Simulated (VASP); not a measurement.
AlN: transverse stress against strain

AlN (wurtzite, P6_3mc, 10.387 Å³/atom and stress up to 0.06 GPa in the relaxed cell, c along z) under an equal strain ε along x and y, with z held. r2SCAN in VASP (plane waves, PAW), 600 eV, 12×12×6 Γ-centred mesh, Gaussian smearing 0.05 eV; ions are relaxed, or left where forces stay under 0.02 eV/Å, within the symmetry of each cell. Stress is positive for a compressed cell.

Here s stands for strain and y for stress zz.

| strain (%) | stress zz (GPa) |
|---|---|
| -3.00 | ? |
| -1.50 | 3.54 |
| -1.00 | 2.34 |
| -0.50 | 1.20 |
| 0.00 | 0.06 |
| 0.50 | -0.92 |
| 1.00 | -1.92 |
| 1.50 | -2.86 |

**Question.** Using a straight line, estimate the missing y at s = -3.00 from the other rows, showing the fit.

**Answer.** Means: s 0, y 0.206. About the means, the sum of products is -14.920 and the sum of squares of s is 7.0000; the slope is their ratio. Least squares gives y = 0.206 - 2.1314·s. Residuals (row less fit): 0.137, 0.003, -0.072, -0.146, -0.060, 0.005, 0.131; standard error 0.115 (degrees of freedom: 5). The slope gives the elastic constant 2C13 = 213 ± 4 GPa (± standard error of the fit, which holds the terms cut off). At the withheld row, y = 0.206 - 2.1314 × (-3.0) = 6.600 GPa. The calculation gives 7.49 GPa, 0.890 GPa above the prediction (8.6 % of the range of y in the table). The row lies outside the fitted rows, so this is an extrapolation. From the scatter of the fitted rows alone, a prediction at this place has a standard error of 0.179 GPa, so the miss is 5.0 times that.

A polynomial of degree 2 through the 11 other runs of the series gives 7.45 there, so most of the miss is curvature that the fit leaves out. Rows are the converged runs of the series near zero and its far end, less any whose ions stayed unrelaxed beside relaxed ones; series whose fitted rows scatter by over a few per cent of the range, as at a crossing or softening among them, aren't shown in this form. Most that stay on the fit to the last digits aren't either.
